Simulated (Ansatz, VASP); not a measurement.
# GaN: VASP beside Ansatz

Wanted: the spread between two codes on one cell, functional and k mesh. The cell is taken from a series of runs on this material, whose earlier steps may have relaxed, scaled, displaced or heated it; both programs get it as it stands.

Main program and level: Ansatz 0.2.0; plane waves, with VASP 6.6.1 beside it; zone-centre phonons at LDA.

### 1. The starting structure

It takes space group F-43m (No. 216, cubic). The conventional cell has a = 4.455 Å, b = 4.455 Å, c = 4.455 Å, α = 90.00°, β = 90.00°, γ = 90.00°. Nearest to N lie 4 Ga at 1.93 Å. Ga has 4 N at 1.93 Å nearest. Farther neighbours and most contacts between anions are not listed.

Structure file:

```cif
data_structure
_symmetry_space_group_name_H-M 'P 1'
_symmetry_Int_Tables_number 1
_cell_length_a 3.1503
_cell_length_b 3.1503
_cell_length_c 3.1503
_cell_angle_alpha 60.000
_cell_angle_beta 60.000
_cell_angle_gamma 60.000
_cell_volume 22.11
loop_
_atom_site_label
_atom_site_type_symbol
_atom_site_fract_x
_atom_site_fract_y
_atom_site_fract_z
_atom_site_occupancy
N1 N 0.25000 0.25000 0.25000 1
Ga2 Ga 0.00000 0.00000 0.00000 1
```

### 2. VASP: zone-centre phonons, LDA

Second derivatives magnify differences that forces hide, and they need a tight electronic threshold.

Lines of VASP's logs that name or quote its potential files are left out, and so is its time.

File INCAR:

```
SYSTEM = GaN
PREC = Accurate
ENCUT = 600
EDIFF = 1E-08
NELM = 120
ISMEAR = -1
SIGMA = 0.03
LREAL = .FALSE.
ALGO = Normal
GGA = CA
NELECT = 18.004422
NBANDS = 15
LORBIT = 11
LWAVE = .FALSE.
LCHARG = .FALSE.
ISIF = 2
IBRION = 8
LASPH = .TRUE.
GGA_COMPAT = .FALSE.
KPAR = 2
```

File POSCAR:

```
GaN
1.0
    0.0000000000      2.2276025113      2.2276025113
    2.2276025113      0.0000000000      2.2276025113
    2.2276025113      2.2276025113      0.0000000000
N Ga
1 1
Direct
    0.2500000000      0.2500000000      0.2500000000
    0.0000000000      0.0000000000      0.0000000000
```

File KPOINTS:

```
Automatic mesh
0
Gamma
24 24 24
0 0 0
```

PAW data sets: N and Ga_d (LDA family, release 64).

Started as:

```console
$ mpirun -np 2 vasp_std
```

Numbers of over 12 decimals in the logs are rounded to 6 here.

The program printed:

```text
[banner, memory and clock lines left out]
running    2 mpi-ranks, on    1 nodes
 distrk:  each k-point on    1 cores,    2 groups
 distr:  one band on    1 cores,    1 groups

 POSCAR found type information on POSCAR N Ga
 POSCAR found :  2 types and       2 ions
 LDA part: xc-table for (Slater(with rela. corr.)+CA(PZ))
 , standard interpolation
 POSCAR, INCAR and KPOINTS ok, starting setup
 FFT: planning ... GRIDC
 FFT: planning ... GRID_SOFT
 FFT: planning ... GRID
 WAVECAR not read
 entering main loop
       N       E                     dE             d eps       ncg     rms          rms(c)
DAV:   1     0.877547052386E+02    0.87755E+02   -0.10239E+04 13858   0.235E+03
DAV:   2    -0.960041942177E+01   -0.97355E+02   -0.90703E+02 14140   0.360E+02
DAV:   3    -0.159209019929E+02   -0.63205E+01   -0.62911E+01 13776   0.773E+01
DAV:   4    -0.159933499053E+02   -0.72448E-01   -0.72433E-01 15663   0.875E+00
DAV:   5    -0.159942470473E+02   -0.89714E-03   -0.89713E-03 14563   0.924E-01BRMIX: very serious problems
 the old and the new charge density differ
 old charge density:    18.00000 new   18.00442
BRMIX: very serious problems
 the old and the new charge density differ
 old charge density:    18.00000 new   18.00442
    0.762E+00
DAV:   6    -0.139652844864E+02    0.20290E+01   -0.52268E+00 18627   0.442E+01    0.266E+00
DAV:   7    -0.139380779364E+02    0.27207E-01   -0.26896E-01 14427   0.646E+00    0.168E+00
DAV:   8    -0.139132874952E+02    0.24790E-01   -0.70256E-02 14721   0.301E+00    0.695E-01
DAV:   9    -0.139099512760E+02    0.33362E-02   -0.12808E-02 16997   0.253E+00    0.197E-01
DAV:  10    -0.139100041399E+02   -0.52864E-04   -0.15918E-03 15538   0.583E-01    0.769E-02
DAV:  11    -0.139099406460E+02    0.63494E-04   -0.21450E-04 18865   0.273E-01    0.109E-02
DAV:  12    -0.139099425456E+02   -0.18996E-05   -0.17135E-05 14189   0.486E-02    0.158E-03
DAV:  13    -0.139099425177E+02    0.27841E-07   -0.62092E-07 19434   0.156E-02    0.117E-03
DAV:  14    -0.139099425213E+02   -0.35807E-08   -0.35468E-08 13934   0.189E-03
   1 F= -.13909943E+02 E0= -.13909911E+02  d E =-.637106E-04
 Linear response reoptimize wavefunctions to high precision
DAV:   1    -0.139099425211E+02    0.22237E-09   -0.13541E-09 10722   0.452E-04
DAV:   2    -0.139099425211E+02   -0.28194E-10   -0.41515E-10  8148   0.199E-04
 Linear response DOF=           2
 Linear response progress:
  Degree of freedom:   1/  2
       N       E                     dE             d eps       ncg     rms          rms(c)
RMM:   1    -0.236221249088E+00   -0.23622E+00    0.91032E-02138073   0.404E+00
RMM:   2    -0.227190243996E+00    0.90310E-02   -0.87847E-03102029   0.104E+00    0.144E-01
RMM:   3    -0.228259356420E+00   -0.10691E-02   -0.15492E-03112983   0.337E-01    0.705E-02
RMM:   4    -0.229474223139E+00   -0.12149E-02   -0.35641E-04112232   0.133E-01    0.176E-02
RMM:   5    -0.229557826467E+00   -0.83603E-04   -0.11919E-05115876   0.311E-02    0.272E-03
RMM:   6    -0.229504928381E+00    0.52898E-04   -0.73542E-07113190   0.804E-03    0.123E-03
RMM:   7    -0.229498529701E+00    0.63987E-05   -0.38663E-08119295   0.200E-03    0.207E-04
RMM:   8    -0.229496779791E+00    0.17499E-05    0.15867E-08117363   0.519E-04    0.255E-05
RMM:   9    -0.229496427888E+00    0.35190E-06    0.25215E-08119281   0.162E-04    0.114E-05
RMM:  10    -0.229496602681E+00   -0.17479E-06    0.28648E-08116879   0.730E-05    0.118E-06
RMM:  11    -0.229496597032E+00    0.56496E-08    0.27771E-08117483   0.405E-05    0.377E-07
 first order change of Fermi-energy   0.14011E-03
 force on displaced ion       1 direction 1 : -13.334  -0.000  -0.000
 Linear response progress:
  Degree of freedom:   2/  2
       N       E                     dE             d eps       ncg     rms          rms(c)
RMM:   1    -0.163254473839E+00   -0.16325E+00    0.27493E-01 75139   0.925E+00
RMM:   2    -0.161068865127E+00    0.21856E-02   -0.34661E-02115304   0.169E+00    0.558E-02
RMM:   3    -0.161283967566E+00   -0.21510E-03   -0.24228E-03116520   0.395E-01    0.338E-02
RMM:   4    -0.160902923749E+00    0.38104E-03   -0.16086E-04122330   0.110E-01    0.357E-03
RMM:   5    -0.160913914633E+00   -0.10991E-04   -0.29470E-06125336   0.319E-02    0.215E-03
RMM:   6    -0.160909435742E+00    0.44789E-05    0.41528E-06125627   0.100E-02    0.318E-04
RMM:   7    -0.160909763305E+00   -0.32756E-06    0.24066E-06127024   0.348E-03    0.176E-04
RMM:   8    -0.160910014400E+00   -0.25109E-06    0.15484E-06126851   0.120E-03    0.377E-05
RMM:   9    -0.160909943479E+00    0.70921E-07    0.70142E-07126425   0.454E-04    0.957E-06
RMM:  10    -0.160909889391E+00    0.54088E-07    0.39099E-07126907   0.192E-04    0.216E-06
RMM:  11    -0.160909904215E+00   -0.14824E-07    0.15853E-07127577   0.917E-05    0.599E-07
RMM:  12    -0.160909908097E+00   -0.38821E-08    0.12370E-07122253   0.557E-05    0.421E-07
RMM:  13    -0.160909914127E+00   -0.60297E-08    0.32041E-08109075   0.413E-05    0.127E-07
 first order change of Fermi-energy  -0.74633E-05
 force on displaced ion       2 direction 1 : -13.318  -0.000  -0.000
 Linear response finished
```

Parts of OUTCAR (step 2):

```text
NELECT = 18.004422

 ion  position               nearest neighbor table
   1  0.250  0.250  0.250-   2 1.93   2 1.93   2 1.93   2 1.93
   2  0.000  0.000  0.000-   1 1.93   1 1.93   1 1.93   1 1.93

  LATTYP: Found a face centered cubic cell.
 ALAT       =     4.4552050226

 Subroutine GETGRP returns: Found 24 space group operations
 (whereof 24 operations were pure point group operations)

The static configuration has the point symmetry T_d .

 Found    413 irreducible k-points:

   k-points           NKPTS =    413   k-points in BZ     NKDIM =    413   number of bands    NBANDS=     15

   dimension x,y,z NGX =    28 NGY =   28 NGZ =   28
   dimension x,y,z NGXF=    56 NGYF=   56 NGZF=   56

   ENCUT  =  600.0 eV  44.10 Ry    6.64 a.u.   6.29  6.29  6.29*2*pi/ulx,y,z

 k-points in reciprocal lattice and weights: Automatic mesh
   0.00000000  0.00000000  0.00000000       0.000
   0.04166667  0.00000000  0.00000000       0.001
   0.08333333  0.00000000  0.00000000       0.001
   0.12500000  0.00000000  0.00000000       0.001
   0.16666667  0.00000000  0.00000000       0.001
   0.20833333  0.00000000  0.00000000       0.001
   0.25000000  0.00000000  0.00000000       0.001
   0.29166667  0.00000000  0.00000000       0.001
   0.33333333  0.00000000  0.00000000       0.001
[...]
-0.29166667  0.50000000  0.20833333       0.001
  -0.25000000  0.50000000  0.25000000       0.000

 average (electrostatic) potential at core
       1 -61.6312       2 -64.3662

  Total        0.2194357      0.2194357      0.2194357     -0.0000000      0.0000000     -0.0000000
  in kB       15.9028403     15.9028403     15.9028403     -0.0000000      0.0000000     -0.0000000
  external PRESSURE =      15.9028403 kB  Pullay stress =       0.0000000 kB

  energy-cutoff  :      600.00
  volume of cell :       22.11
      direct lattice vectors                 reciprocal lattice vectors
     0.000000000  2.227602511  2.227602511    -0.224456561  0.224456561  0.224456561
     2.227602511  0.000000000  2.227602511     0.224456561 -0.224456561  0.224456561
     2.227602511  2.227602511  0.000000000     0.224456561  0.224456561 -0.224456561

 POSITION                                       TOTAL-FORCE (eV/Angst)
 -----------------------------------------------------------------------------------
      1.11380      1.11380      1.11380         0.000000      0.000000      0.000000
      0.00000      0.00000      0.00000        -0.000000     -0.000000     -0.000000
 -----------------------------------------------------------------------------------
    total drift:                               -0.000000     -0.000000      0.000000

 Eigenvectors and eigenvalues of the dynamical matrix
 ----------------------------------------------------

   1 f  =   16.716557 THz   105.033223 2PiTHz  557.604310 cm-1    69.134092 meV
             X         Y         Z           dx          dy          dz
      1.113801  1.113801  1.113801    -0.000000   -0.898385   -0.160756
      0.000000  0.000000  0.000000     0.000000    0.402341    0.071994

   2 f  =   16.716557 THz   105.033223 2PiTHz  557.604310 cm-1    69.134092 meV
             X         Y         Z           dx          dy          dz
      1.113801  1.113801  1.113801     0.912655    0.000000    0.000000
      0.000000  0.000000  0.000000    -0.408731    0.000000    0.000000

   3 f  =   16.716557 THz   105.033223 2PiTHz  557.604310 cm-1    69.134092 meV
             X         Y         Z           dx          dy          dz
      1.113801  1.113801  1.113801     0.000000    0.160756   -0.898385
      0.000000  0.000000  0.000000    -0.000000   -0.071994    0.402341

   4 f/i=    0.003733 THz     0.023454 2PiTHz    0.124511 cm-1     0.015437 meV
             X         Y         Z           dx          dy          dz
      1.113801  1.113801  1.113801     0.364870    0.180014    0.039071
      0.000000  0.000000  0.000000     0.814716    0.401953    0.087241

   5 f/i=    0.003733 THz     0.023454 2PiTHz    0.124511 cm-1     0.015437 meV
             X         Y         Z           dx          dy          dz
      1.113801  1.113801  1.113801    -0.183371    0.363194    0.039071
      0.000000  0.000000  0.000000    -0.409449    0.810974    0.087241

   6 f/i=    0.003733 THz     0.023454 2PiTHz    0.124511 cm-1     0.015437 meV
             X         Y         Z           dx          dy          dz
      1.113801  1.113801  1.113801    -0.017510   -0.052406    0.404979
      0.000000  0.000000  0.000000    -0.039098   -0.117018    0.904277

 ELASTIC MODULI CONTR FROM IONIC RELAXATION (kBar)
 Direction    XX          YY          ZZ          XY          YZ          ZX
 --------------------------------------------------------------------------------
 XX          -0.0000      0.0000      0.0000     -0.0000      0.0000     -0.0000
 YY           0.0000     -0.0000     -0.0000     -0.0000     -0.0000     -0.0000
 ZZ           0.0000     -0.0000     -0.0000      0.0000     -0.0000     -0.0000
 XY          -0.0000     -0.0000      0.0000   -452.8753      0.0000      0.0000
 YZ           0.0000     -0.0000     -0.0000      0.0000   -452.8753      0.0000
 ZX          -0.0000     -0.0000     -0.0000      0.0000      0.0000   -452.8753
 --------------------------------------------------------------------------------
```

The cell is charged against a uniform background.

### 3. Ansatz: zone-centre phonons, LDA

Ansatz runs on its PAW soft_1 files.

The same cell, functional (in two slightly different forms), mesh and smearing now go to Ansatz, which takes its cutoff from its data sets.

File input.yaml:

```yaml
crystal:
  lattice:
    - [0.0, 2.2276025113, 2.2276025113]
    - [2.2276025113, 0.0, 2.2276025113]
    - [2.2276025113, 2.2276025113, 0.0]
  atoms:
    - { symbol: "N", position: [0.25, 0.25, 0.25] }
    - { symbol: Ga, position: [0.0, 0.0, 0.0] }
total_charge: -0.004422
kpoints:
  mp_grid: { grid: [24, 24, 24] }
hamiltonian:
  xc: lda
  pseudopotentials: { kind: paw, azcp: { folder: soft_1 }, xc_functional: pbe }
scf:
  occupations: { method: fermi_dirac, width: 0.03 }
output:
  eigenvalues: true
phonons:
  method: dfpt
```

Started as:

```console
$ ansatz run input.yaml --threads 8 --pin off --max-ram 16384MiB --backend cpu --events-out ev --progress --plain --runs-dir out
```

The program printed:

```text
zone centre: on kpoints.mp_grid the ground state, and the responses unless they are solved on pairs of k-points, stand on 1063 of the mesh's 13824 k-points, reduced under 8 symmetry operations, with k and −k counted as one. Each operation leaves every solved displacement unchanged or reverses it
Engine: ansatz 0.2.0, aarch64-unknown-linux-gnu
Pseudopotentials: kind: paw
Pseudopotential: N, paw, valence charge 5, recommended cutoff 420 eV (normal), soft_1/N.paw.azcp
Pseudopotential: Ga, paw, valence charge 13, recommended cutoff 420 eV (normal), soft_1/Ga.paw.azcp
Functional definition: SPW92
  exchange = slater_x
  correlation = pw_c
Crystal: 2 atoms, lattice volume = 22.108 Å³
Basis set: ecut = 420 eV, 411 PW (Γ), exchange–correlation on 48×48×48 points (8 copies of the dense FFT grid, shifted against one another)
Bands: 14, of which v1, the nominal top of the filled ones, is band 9 counted from 1 (8 counted from 0)
Symmetry: 24 space group operations
k-points: 1063 of 13824 (irreducible under 8 space group operations, time reversal used)
Non-local potential: N, projectors of the file, l = 0: 2, l = 1: 2, l = 2: 1
Non-local potential: Ga, projectors of the file, l = 0: 2, l = 1: 2, l = 2: 3, l = 3: 1
PAW form: soft (Blöchl's): semilocal exchange-correlation on the pseudo side does not see the compensation charge
PAW frozen core: N, regenerated for the run's functional, and the local potential with it (the file was generated under x = pbe(κ = 0.804, μ = 0.219515), c = pbe(β = 0.066725))
PAW frozen core: Ga, regenerated for the run's functional, and the local potential with it (the file was generated under x = pbe(κ = 0.804, μ = 0.219515), c = pbe(β = 0.066725))
PAW one-centre angular grid: N, 110 points (default); XC on 64 Gauss nodes
PAW one-centre angular grid: Ga, 590 points (default); XC on 64 Gauss nodes
Initial density: superposition of atomic densities (chi_scale 0.1, normalization cell, long waves kept (reshape's long-wave potential 0.00 eV rms))
Initial wavefunctions: pseudopotential atomic-orbital guess
Functional: x = slater, c = lda
SCF iter   1: F=—  HF=-4082.670202 eV  |F-HF|=—  |Δ(HF+E_count)|=         —  Δρ=1.06e-1  dr2=2.20e0  ethr=3.10e-3  ⟨swp⟩=4.7  Hψ=73746  notcnv=0
preconditioner: auto → none  [insulator: Δε(μ)=0.115 eV  Ē_g=20.570 eV  σ=0.030 eV  W_gap=0.74  n_scr=8 (ndim 8)  ℏωp=33.5 eV  f_vac=0.000  D(μ)=0.02/eV (n_scr^D=0)  ε∞_Penn≈3.7]
SCF iter   2: F=—  HF=-4082.122644 eV  |F-HF|=—  |Δ(HF+E_count)|=   5.48e-1  Δρ=4.12e-2  dr2=3.27e-1  ethr=3.10e-3  ⟨swp⟩=2.3  Hψ=30093  notcnv=0  defer=1033
SCF iter   3: F=—  HF=-4082.042088 eV  |F-HF|=—  |Δ(HF+E_count)|=   8.06e-2  Δρ=1.15e-2  dr2=1.18e-2  ethr=1.82e-3  ⟨swp⟩=2.7  Hψ=24873  notcnv=0  defer=1033
SCF iter   4: F=—  HF=-4082.034398 eV  |F-HF|=—  |Δ(HF+E_count)|=   7.69e-3  Δρ=1.93e-3  dr2=3.26e-4  ethr=6.56e-5  ⟨swp⟩=2.0  Hψ=29476  notcnv=0  defer=1031
SCF iter   5: F=—  HF=-4082.034276 eV  |F-HF|=—  |Δ(HF+E_count)|=   1.22e-4  Δρ=3.03e-4  dr2=7.04e-6  ethr=1.81e-6  ⟨swp⟩=2.0  Hψ=26920  notcnv=0  defer=1031
SCF iter   6: F=—  HF=-4082.034280 eV  |F-HF|=—  |Δ(HF+E_count)|=   3.91e-6  Δρ=1.85e-5  dr2=3.89e-8  ethr=3.91e-8  ⟨swp⟩=2.0  Hψ=23414  notcnv=0  defer=1031
SCF iter   7: F=—  HF=-4082.034280 eV  |F-HF|=—  |Δ(HF+E_count)|=   3.36e-8  Δρ=1.20e-6  dr2=1.36e-10  ethr=2.16e-10  ⟨swp⟩=2.9  Hψ=26908  notcnv=0  defer=1031
SCF iter   8: F=-4082.034280 eV  HF=-4082.034280 eV  |F-HF|=9.09e-13  |Δ(HF+E_count)|=  1.27e-11  Δρ=5.10e-8  dr2=3.49e-13  ethr=1.00e-12  ⟨swp⟩=9.8  Hψ=71964  notcnv=0
SCF 1 converged in 8 iterations: F = -4082.034280 eV  dr2 = 3.49e-13
  greatest PAW one-centre occupation: 0.996 electrons in one spin orbital (limit 2), on the Ga atom at site 1 (counted from 0), in its partial waves of l = 2
DFPT response loops at Γ: preconditioner auto → Kerker (q_TF=auto, 2.637 Å⁻¹) (partly filled bands, converged f_vac=0.000); β = 1.00, the filter's whole step (`scf.mixing.beta` (0.50) is not read by the response loops under this deck's `scf.mixing.preconditioner`; to damp them name `kerker` or `kerker_dos`, under which they read `scf.mixing.beta`, and type it under 1.00, their step now; both keys bind the ground state too); Broyden in place of MSR1
SCF converged after 8 iterations
Free energy (F): -4082.034280 eV
Harris-Foulkes:  -4082.034280 eV  (|F-HF|=9.09e-13)
Internal energy: -4082.034216 eV  (E = F + TS)
E sigma→0 (E₀):  -4082.034248 eV
Entropy (-TS):   -0.000064 eV (-0.032 meV/atom)
Fermi energy:    12.315040 eV
--- Per-component energies (eV) ---
  E_band       = -4.761400
  E_kinetic    = 241.867719
  E_local      = -1390.160500  (includes V_loc(G=0)·N_el)
  E_nonlocal   = -51.790911
  E_hartree    = 883.328735
  E_xc         = -121.910773
  E_vxc        = -131.520790  (∫ρ·V_xc dr)
  E_paw        = -2039.287185  (= ΣΔE_a)
  E_vpaw       = -439.815020  (= ΣTr[D̂ρ^β])
  E_aug_tail   = 0.000639  (compensation charges beyond the density's cutoff)
  E_ewald      = -1605.890465
  E_core_change = 1.808525  (= ΣΔE_core)
  E_smearing   = -0.000064  (= −TS)
  E_closure    = -0.000000  (closes the sum)
  E_deformation_potential = -0.082318  (in the stress; not in F)
  Σ components = -4082.034280   (vs F -4082.034280, Δ=0.00e0)
--- Band table (eV; the first three rows and the last of 1063) ---
  k-point 0: bands = [... 5 lower, -3.4698, 9.8066, 9.8066, 9.8066, 11.7656, 20.1449, 20.1449, 20.1449, ... 1 higher]
  k-point 1: bands = [... 5 lower, -3.4701, 9.5617, 9.7859, 9.7859, 11.9634, 20.0420, 20.1778, 20.1778, ... 1 higher]
  k-point 2: bands = [... 5 lower, -3.4709, 8.9961, 9.7264, 9.7264, 12.3896, 19.7747, 20.2682, 20.2682, ... 1 higher]
  k-point 1062: bands = [... 5 lower, -1.2723, 3.8931, 5.9114, 5.9414, 15.9928, 18.3831, 20.2287, 20.8584, ... 1 higher]
--- Phonons (Γ-DFPT): 2 representative perturbations + reference, on 1063 of 13824 k-points (Σ response iterations 6) ---
  k mesh reduced under 8 symmetry operations, with k and −k counted as one. Each operation leaves every solved displacement unchanged or reverses it
  ASR residual: 3.153e-5 → 0.000e0 eV/Å²; symmetrization residual: 4.325e-7 eV/Å²
  ASR residual per site (eV/Å²): 2.57e-5 3.15e-5
  Γ frequencies (cm⁻¹): 0.00 0.00 0.00 552.56 552.56 552.56
  non-analytic LO–TO correction: not included (Born effective charges unavailable; polar crystals: no LO–TO splitting at Γ)
```

Reading the cycles: dr2 is the Hartree energy of the density residual (eV), the measure of convergence; HF is the Harris–Foulkes estimate of the energy, which meets the free energy F at convergence.

### 4. Side by side

Known differences besides the potentials themselves: the two LDA forms differ slightly; the cutoff is 420 eV in Ansatz and 600 eV in VASP; VASP's log shows a relativistic correction to its local exchange, Ansatz's none. Total energies have different zeros and are not compared.

Both answers:

```
                  quantity  Ansatz   VASP  difference
optical mode 1 to 3 (cm⁻¹)   552.6  557.6     -0.90 %
```

Modes are paired by rising frequency, not by their patterns, so a pair may set unlike modes beside each other; they are those without the splitting of longitudinal modes. The cell carries a charge of -0.004422 e against a uniform background, so its pressure also hangs on how the neutralising background is counted, and in a defect's cell a gap may be the spacing between its levels.

### 5. Outcome

| Quantity | Value |
| --- | --- |
| r.m.s. difference of the optical zone-centre modes, each program's sorted by frequency (zone-centre phonons, LDA) | 5.0 cm⁻¹ |
| difference in optical mode 1 to 3 (zone-centre phonons, LDA) | -0.9 % |

In words: The r.m.s. difference of the optical zone-centre modes, each program's sorted by frequency is 5.0 cm⁻¹ (zone-centre phonons, LDA). Among the rows given in per cent, the largest difference of the zone-centre phonons, LDA pair is in optical mode 1 to 3, -0.9 %. Such differences can come from data sets, numerical settings and the points named under the comparisons, not from the functional's error against experiment.

[Lines on the potential files, build, host, timing and source positions are cut from VASP's logs without a mark.]

[Logs are printed without paths, hosts, clocks, repeated set-up lines and the standing remarks that a program may print on its own settings, such as how far it seeks lower states.]

[Hosts, paths, dates, database ids (printed as entryN), source tags and the programs' standing remarks are cut or masked in the printed files.]
